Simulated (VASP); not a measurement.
Level of theory: PBE GGA, VASP's PBE PAW potentials (set 64) (plane waves; VASP).

VASP ran on this input.

File POSCAR:
```
Tc
4.4054480
  0.6226717464   0.0000000000   0.0000000000
 -0.3113358732   0.5392495837   0.0000000000
  0.0000000000   0.0000000000   1.0000000000
Tc
2
Cart
 -0.0000003113   0.3594999022   0.2500000000
  0.3113361846   0.1797496815   0.7500000000
```

**KPOINTS**
```
Automatic mesh
0
Gamma
11 11 6
0 0 0
```

### INCAR
```
ALGO = Normal
EDIFF = 1E-6
ENCUT = 300
GGA = PE
ISIF = 2
ISMEAR = -1
LASPH = .TRUE.
LCHARG = .FALSE.
LMAXMIX = 4
LREAL = .FALSE.
LWAVE = .FALSE.
NELM = 100
PREC = Accurate
SIGMA = 0.136
SYSTEM = Tc
```

POTCAR, in this order: Tc_pv (PBE.64 set). Program: vasp_std.

The run wrote:

### OSZICAR
```
       N       E                     dE             d eps       ncg     rms          rms(c)
DAV:   1     0.221993487941E+03    0.22199E+03   -0.12916E+04  2409   0.106E+03
DAV:   2    -0.167673137123E+02   -0.23876E+03   -0.23616E+03  2401   0.363E+02
DAV:   3    -0.221529493925E+02   -0.53856E+01   -0.52496E+01  2654   0.631E+01
DAV:   4    -0.222074747416E+02   -0.54525E-01   -0.53834E-01  2310   0.554E+00
DAV:   5    -0.222079536532E+02   -0.47891E-03   -0.47874E-03  2457   0.510E-01    0.232E+01
DAV:   6    -0.209353451592E+02    0.12726E+01   -0.30849E+00  2311   0.173E+01    0.721E+00
DAV:   7    -0.207854905048E+02    0.14985E+00   -0.57119E-01  2466   0.669E+00    0.901E-01
DAV:   8    -0.207753955403E+02    0.10095E-01   -0.93429E-03  2253   0.103E+00    0.185E-01
DAV:   9    -0.207754125359E+02   -0.16996E-04   -0.28019E-04  2585   0.122E-01    0.190E-02
DAV:  10    -0.207754168260E+02   -0.42902E-05   -0.13695E-05  2326   0.319E-02    0.114E-02
DAV:  11    -0.207754161604E+02    0.66569E-06   -0.15697E-06  1168   0.129E-02
   1 F= -.20775416E+02 E0= -.20711233E+02  d E =-.128367E+00
```

### OUTCAR
```
------------------------ aborting loop because EDIFF is reached ----------------------------------------
  FORCE on cell =-STRESS in cart. coord.  units (eV):
  Direction    XX          YY          ZZ          XY          YZ          ZX
  --------------------------------------------------------------------------------------
  Total        0.1272956      0.1272956     -0.1904833      0.0000000      0.0000000      0.0000000
  in kB        7.1040303      7.1040312    -10.6303676      0.0000000      0.0000000      0.0000000
  external PRESSURE =       1.1925646 kB  Pullay stress =       0.0000000 kB
  volume of cell :       28.71
      direct lattice vectors                 reciprocal lattice vectors
     2.743148000  0.000000000  0.000000000     0.364544676  0.210469954  0.000000000
    -1.371574000  2.375636000  0.000000000     0.000000000  0.420939908  0.000000000
     0.000000000  0.000000000  4.405448000     0.000000000  0.000000000  0.226991670
 POSITION                                       TOTAL-FORCE (eV/Angst)
 -----------------------------------------------------------------------------------
     -0.00000      1.58376      1.10136         0.000000     -0.000000      0.000000
      1.37158      0.79188      3.30409        -0.000000      0.000000      0.000000
 -----------------------------------------------------------------------------------
    total drift:                               -0.000536      0.000310     -0.000042
  FREE ENERGIE OF THE ION-ELECTRON SYSTEM (eV)
  ---------------------------------------------------
  free  energy   TOTEN  =       -20.7754161604 eV

  energy  without entropy=      -20.6470494959  energy(sigma->0) =      -20.71123283
```
(Selected blocks of OUTCAR.)

At this cut-off the stress carries a Pulay error, which pulls relaxed volumes low.

The structure comes from a computed database's Tc entry; how it stands against other phases isn't given here. The cell was not relaxed at this level.
